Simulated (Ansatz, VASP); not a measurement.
# BeB3As3S in two plane-wave programs

One calculation is typed for both programs; each brings its own data sets. How far apart do they land? The cell is generated by rule, not measured, and may not be a known phase. The cell is taken from a series of runs on this material, whose earlier steps may have relaxed, scaled, displaced or heated it; both programs get it as it stands.

Main program and level: Ansatz 0.2.0; plane waves, with VASP 6.6.1 beside it; relaxation of cell and atoms at PBEsol.

## (1) Set-up

The structure is orthorhombic, space group Pmm2 (No. 25). The conventional cell has a = 3.396 Å, b = 3.396 Å, c = 9.605 Å, α = 90.00°, β = 90.00°, γ = 90.00°. Nearest to As lie 4 B at 2.08 Å. As has 2 Be at 2.08 Å and 2 B at 2.08 Å nearest. Nearest to B lie 2 As at 2.08 Å and 2 S at 2.08 Å. Nearest to B lie 4 As at 2.08 Å. Nearest to B lie 4 As at 2.08 Å. Farther neighbours and most contacts between anions are not listed.

Coordinates:

```xyz
8
Lattice="2.4013 2.4013 0.0000 -2.4013 2.4013 0.0000 0.0000 0.0000 9.6050" Properties=species:S:1:pos:R:3 pbc="T T T"
As    1.2006    1.2006    1.2006
As   -1.2006    1.2006    3.6019
As    1.2006    1.2006    6.0031
B     0.0000    0.0000    0.0000
B     0.0000    2.4013    2.4013
B     0.0000    0.0000    4.8025
Be    0.0000    2.4013    7.2038
S    -1.2006    1.2006    8.4044
```

## (2) VASP: relaxation of cell and atoms, PBEsol, pair 1

The relaxed volume is the usual yardstick between codes: in a stiff, nearly cubic crystal its relative difference is about their pressure difference at one cell divided by the bulk modulus.

Lines of VASP's logs that name or quote its potential files are left out, and so is its time.

Contents of INCAR:

```
SYSTEM = BeB3As3S
PREC = Accurate
ENCUT = 600
EDIFF = 1E-07
NELM = 120
ISMEAR = 0
SIGMA = 0.1
LREAL = .FALSE.
ALGO = Normal
GGA = PS
NBANDS = 24
LORBIT = 11
LWAVE = .FALSE.
LCHARG = .FALSE.
ISIF = 3
IBRION = 2
NSW = 80
EDIFFG = -0.005
LASPH = .TRUE.
GGA_COMPAT = .FALSE.
NELMIN = 4
KPAR = 2
```

Contents of POSCAR:

```
BeB3As3S
1.0
    2.4012500000      2.4012500000      0.0000000000
   -2.4012500000      2.4012500000      0.0000000000
    0.0000000000      0.0000000000      9.6050000000
As B Be S
3 3 1 1
Direct
    0.5000000000      0.0000000000      0.1250000000
    0.0000000000      0.5000000000      0.3750000000
    0.5000000000      0.0000000000      0.6250000000
    0.0000000000      0.0000000000      0.0000000000
    0.5000000000      0.5000000000      0.2500000000
    0.0000000000      0.0000000000      0.5000000000
    0.5000000000      0.5000000000      0.7500000000
    0.0000000000      0.5000000000      0.8750000000
```

Contents of KPOINTS:

```
Automatic mesh
0
Gamma
6 6 2
0 0 0
```

Potentials, in the order of the species: As, B, Be and S (PBE family, release 64).

Started as:

```console
mpirun -np 2 vasp_std
```

Numbers of over 12 decimals in the logs are rounded to 6 here.

The log of the run:

```text
[banner, memory and clock lines left out]
running    2 mpi-ranks, on    1 nodes
 distrk:  each k-point on    1 cores,    2 groups
 distr:  one band on    1 cores,    1 groups

 POSCAR found type information on POSCAR AsB BeS
 POSCAR found :  4 types and       8 ions
|                                                                             |
|               ----> ADVICE to this user running VASP <----                  |
|                                                                             |
|     You enforced a specific xc type in the INCAR file but a different       |
|     [... a line on the potential file left out ...]
|     I HOPE YOU KNOW WHAT YOU ARE DOING!                                     |
|                                                                             |

 LDA part: xc-table for (Slater+PW92), standard interpolation
 POSCAR, INCAR and KPOINTS ok, starting setup
 FFT: planning ... GRIDC
 FFT: planning ... GRID_SOFT
 FFT: planning ... GRID
 WAVECAR not read
 entering main loop
       N       E                     dE             d eps       ncg     rms          rms(c)
DAV:   1     0.118360455695E+03    0.11836E+03   -0.14795E+04  1536   0.131E+03
DAV:   2    -0.383201131497E+02   -0.15668E+03   -0.14656E+03  2136   0.202E+02
DAV:   3    -0.475927356671E+02   -0.92726E+01   -0.91629E+01  2024   0.521E+01
DAV:   4    -0.477381199269E+02   -0.14538E+00   -0.14489E+00  1976   0.730E+00
DAV:   5    -0.477418089952E+02   -0.36891E-02   -0.36857E-02  1992   0.103E+00    0.104E+01
DAV:   6    -0.459635640040E+02    0.17782E+01   -0.22247E+00  2000   0.873E+00    0.603E+00
DAV:   7    -0.456755281544E+02    0.28804E+00   -0.16018E+00  2096   0.640E+00    0.213E+00
DAV:   8    -0.456564641320E+02    0.19064E-01   -0.19415E-01  1848   0.266E+00    0.750E-01
DAV:   9    -0.456559745245E+02    0.48961E-03   -0.19337E-02  1912   0.815E-01    0.296E-01
DAV:  10    -0.456561085213E+02   -0.13400E-03   -0.16153E-03  2064   0.226E-01    0.106E-01
DAV:  11    -0.456561189182E+02   -0.10397E-04   -0.37117E-04  2000   0.100E-01    0.293E-02
DAV:  12    -0.456561211176E+02   -0.21994E-05   -0.37839E-05  2056   0.472E-02    0.155E-02
DAV:  13    -0.456561245303E+02   -0.34128E-05   -0.15622E-05  1936   0.214E-02    0.510E-03
DAV:  14    -0.456561246244E+02   -0.94042E-07   -0.14367E-06  2048   0.770E-03    0.347E-03
DAV:  15    -0.456561245591E+02    0.65226E-07   -0.36239E-07  1896   0.317E-03
   1 F= -.45656125E+02 E0= -.45654843E+02  d E =-.456561E+02
[... from here on, the cycles between the ionic steps are left out ...]
   2 F= -.45749212E+02 E0= -.45747605E+02  d E =-.930872E-01
   3 F= -.45750211E+02 E0= -.45748582E+02  d E =-.940862E-01
   4 F= -.45771072E+02 E0= -.45768702E+02  d E =-.208613E-01
   5 F= -.45773193E+02 E0= -.45770405E+02  d E =-.229822E-01
   6 F= -.45781277E+02 E0= -.45778017E+02  d E =-.808435E-02
   7 F= -.45781342E+02 E0= -.45778113E+02  d E =-.814906E-02
   8 F= -.45781819E+02 E0= -.45778505E+02  d E =-.476874E-03
   9 F= -.45781930E+02 E0= -.45778641E+02  d E =-.588007E-03
  10 F= -.45781990E+02 E0= -.45778695E+02  d E =-.603248E-04
  11 F= -.45781995E+02 E0= -.45778697E+02  d E =-.647322E-04
  12 F= -.45782008E+02 E0= -.45778710E+02  d E =-.131416E-04
  13 F= -.45782008E+02 E0= -.45778710E+02  d E =-.135825E-04
 curvature:  -0.85 expect dE=-0.783E-05 dE for cont linesearch -0.557E-09
 trial: gam= 0.46464 g(F)=  0.564E-05 g(S)=  0.362E-05 ort =-0.128E-06 (trialstep = 0.116E+01)
 search vector abs. value=  0.145E-04
 bond charge predicted
       N       E                     dE             d eps       ncg     rms          rms(c)
DAV:   1    -0.457820121641E+02   -0.37973E-05   -0.53625E-04  1552   0.128E-01    0.863E-03
DAV:   2    -0.457820130113E+02   -0.84722E-06   -0.21000E-05  2000   0.232E-02    0.491E-03
DAV:   3    -0.457820126239E+02    0.38745E-06   -0.52016E-07  1896   0.461E-03    0.274E-03
DAV:   4    -0.457820125168E+02    0.10705E-06   -0.38492E-07  1904   0.331E-03    0.935E-04
DAV:   5    -0.457820125319E+02   -0.15107E-07   -0.43522E-08   976   0.124E-03
  14 F= -.45782013E+02 E0= -.45778711E+02  d E =-.419644E-05
 trial-energy change:   -0.000004  1 .order   -0.000004   -0.000011    0.000002
 step:   0.9382(harm=  0.9382)  dis= 0.00045  next Energy=   -45.782013 (dE=-0.432E-05)
 reached required accuracy - stopping structural energy minimisation
```

OUTCAR, selected parts (step 2):

```text
ion  position               nearest neighbor table
   1  0.500  0.000  0.125-   4 2.08   5 2.08   5 2.08   4 2.08
   2  0.000  0.500  0.375-   5 2.08   6 2.08   6 2.08   5 2.08
   3  0.500  0.000  0.625-   6 2.08   7 2.08   7 2.08   6 2.08
   4  0.000  0.000  0.000-   1 2.08   8 2.08   8 2.08   1 2.08
   5  0.500  0.500  0.250-   1 2.08   2 2.08   1 2.08   2 2.08
   6  0.000  0.000  0.500-   2 2.08   3 2.08   2 2.08   3 2.08
   7  0.500  0.500  0.750-   3 2.08   8 2.08   3 2.08   8 2.08
   8  0.000  0.500  0.875-   4 2.08   7 2.08   4 2.08   7 2.08

  LATTYP: Found a simple tetragonal cell.
 ALAT       =     3.3958803166
 C/A-ratio  =     2.8284271247

 Subroutine GETGRP returns: Found  4 space group operations
 (whereof  4 operations were pure point group operations)

The static configuration has the point symmetry C_2v.

 Found     32 irreducible k-points:

   k-points           NKPTS =     32   k-points in BZ     NKDIM =     32   number of bands    NBANDS=     24

   dimension x,y,z NGX =    28 NGY =   28 NGZ =   80
   dimension x,y,z NGXF=    56 NGYF=   56 NGZF=  160

   ENCUT  =  600.0 eV  44.10 Ry    6.64 a.u.   6.78  6.78 19.18*2*pi/ulx,y,z

   NELECT =      32.0000    total number of electrons

 k-points in reciprocal lattice and weights: Automatic mesh
   0.00000000  0.00000000  0.00000000       0.014
   0.16666667  0.00000000  0.00000000       0.028
   0.00000000  0.16666667  0.00000000       0.028
   0.33333333  0.00000000  0.00000000       0.028
   0.00000000  0.33333333  0.00000000       0.028
   0.50000000  0.00000000  0.00000000       0.014
   0.00000000  0.50000000  0.00000000       0.014
   0.16666667  0.16666667  0.00000000       0.056
   0.33333333  0.16666667  0.00000000       0.056
[...]
-0.33333333  0.50000000  0.50000000       0.028
   0.50000000  0.50000000  0.50000000       0.014

 average (electrostatic) potential at core
       1 -48.8933       2 -48.4685       3 -47.6174       4 -28.1501       5 -27.0650
       6 -26.7435       7 -33.7294       8 -87.3164

 E-fermi :   6.5707

 k-point     1 :       0.0000    0.0000    0.0000
  band No.  band energies     occupation
    ...
     12       3.6382      2.00000
     13       3.9646      2.00000
     14       5.6546      2.00000
     15       5.6976      2.00000
     16       6.1684      2.00000
     17       6.7905      0.00188
     18       7.0947      0.00000
     19       7.7253      0.00000
     20       8.0279      0.00000
     21       8.6969      0.00000
    ...

 k-point     2 :       0.1667    0.0000    0.0000
  band No.  band energies     occupation
    ...
     12       3.2643      2.00000
     13       3.8997      2.00000
     14       4.1295      2.00000
     15       4.8358      2.00000
     16       6.5390      1.34610
     17       6.7132      0.04378
     18       8.0904      0.00000
     19       8.9466      0.00000
     20       8.9528      0.00000
     21       9.2621      0.00000
    ...

 k-point     3 :       0.0000    0.1667    0.0000
  band No.  band energies     occupation
    ...
     12       3.3821      2.00000
     13       3.7733      2.00000
     14       4.5927      2.00000
     15       5.1339      2.00000
     16       5.4684      2.00000
     17       7.2955      0.00000
     18       8.0348      0.00000
     19       8.6404      0.00000
     20       9.2287      0.00000
     21       9.4059      0.00000
    ...

  Total       -0.0009410     -0.0009410      0.0001279     -0.0021358      0.0000000      0.0000000
  in kB       -0.0136741     -0.0136741      0.0018589     -0.0310362      0.0000000      0.0000000
  external PRESSURE =      -0.0084964 kB  Pullay stress =       0.0000000 kB

  energy-cutoff  :      600.00
  volume of cell :      110.25
      direct lattice vectors                 reciprocal lattice vectors
     2.393127951  2.393127951  0.000000000     0.208931578  0.208931578  0.000000000
    -2.392121629  2.392121629  0.000000000    -0.209019472  0.209019472  0.000000000
     0.000000000  0.000000000  9.629726733     0.000000000  0.000000000  0.103845107

 POSITION                                       TOTAL-FORCE (eV/Angst)
 -----------------------------------------------------------------------------------
      1.19656      1.19656      1.19077        -0.000000     -0.000000     -0.003880
     -1.19606      1.19606      3.57326        -0.000000     -0.000000      0.000513
      1.19656      1.19656      5.95159         0.000000      0.000000     -0.003464
      0.00000      0.00000      0.00394        -0.000000     -0.000000      0.000687
      0.00050      2.39262      2.37842        -0.000000     -0.000000      0.002370
     -2.39212      2.39212      4.77134         0.000000     -0.000000      0.002521
      0.00050      2.39262      7.29366        -0.000000     -0.000000     -0.000187
     -1.19606      1.19606      8.54107        -0.000000     -0.000000      0.001441
 -----------------------------------------------------------------------------------
    total drift:                                0.000000     -0.000000      0.000032

  FREE ENERGIE OF THE ION-ELECTRON SYSTEM (eV)
  ---------------------------------------------------
  free  energy   TOTEN  =       -45.7820125319 eV

  energy  without entropy=      -45.7754093737  energy(sigma->0) =      -45.77871095

 reached required accuracy - stopping structural energy minimisation

 total charge
# of ion       s       p       d       tot
------------------------------------------
    1        1.177   1.673   0.087   2.937
    2        1.179   1.654   0.087   2.920
    3        1.182   1.712   0.058   2.952
    4        0.647   1.099   0.000   1.745
    5        0.654   1.167   0.000   1.821
    6        0.653   1.151   0.000   1.804
    7        0.417   0.731   0.000   1.148
    8        1.309   2.412   0.000   3.721
--------------------------------------------------
tot          7.216  11.600   0.232  19.048

[... 3 further parts left out ...]
```

CONTCAR:

```
BeB3As3S
   1.00000000000000
     2.3931279511893262    2.3931279511893262    0.0000000000000000
    -2.3921216294907710    2.3921216294907710    0.0000000000000000
     0.0000000000000000    0.0000000000000000    9.6297267332504042
  As              B               Be              S
     3     3     1     1
Direct
     0.5000000000000000    0.0000000000000000    0.1236551733668784
     0.0000000000000000    0.5000000000000000    0.3710658514105954
     0.5000000000000000    0.0000000000000000    0.6180431532385589
     0.0000000000000000    0.0000000000000000    0.0004089626049791
     0.5000000000000000    0.5000000000000000    0.2469876787722655
     0.0000000000000000    1.0000000000000000    0.4954800533446082
     0.5000000000000000    0.5000000000000000    0.7574108130434438
     0.0000000000000000    0.5000000000000000    0.8869483142186708
```

(Continued in part 2 of 3.)

[Lines on the potential files, build, host, timing and source positions are cut from VASP's logs without a mark.]

[Logs are printed without paths, hosts, clocks, repeated set-up lines and the standing remarks that a program may print on its own settings, such as how far it seeks lower states.]

[Hosts, paths, dates, database ids (printed as entryN), source tags and the programs' standing remarks are cut or masked in the printed files.]
